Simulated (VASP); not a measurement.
Given:

```yaml
crystal:
  lattice:
    - [-2.43592, 2.43592, 2.43592]
    - [2.43592, -2.43592, 2.43592]
    - [2.43592, 2.43592, -2.43592]
  atoms:
    - { symbol: Ba, position: [0.00000, 0.00000, 0.00000] }
```

Calculation: AM05 GGA, VASP's PBE PAW potentials (set 64) (plane waves; VASP 6.6.1). Numerical set-up: 520 eV cut-off, 10×10×10 Γ-centred mesh, first-order Methfessel-Paxton smearing of 0.10 eV, potentials Ba_sv.

Q: The job: Ba (bcc), 1 atom, AM05, static run, 520 eV, 10×10×10 Γ-centred mesh. Roughly how much core time does it take on a busy server core?

A: About 10 core-seconds (one run on a shared machine, a rough figure). It had 47 irreducible k-points, 9 bands, up to 1568 plane waves and 12 electronic steps.

The compound is Ba in the bcc structure. This cell is one point of a volume scan, at 0.94 of the reference volume.
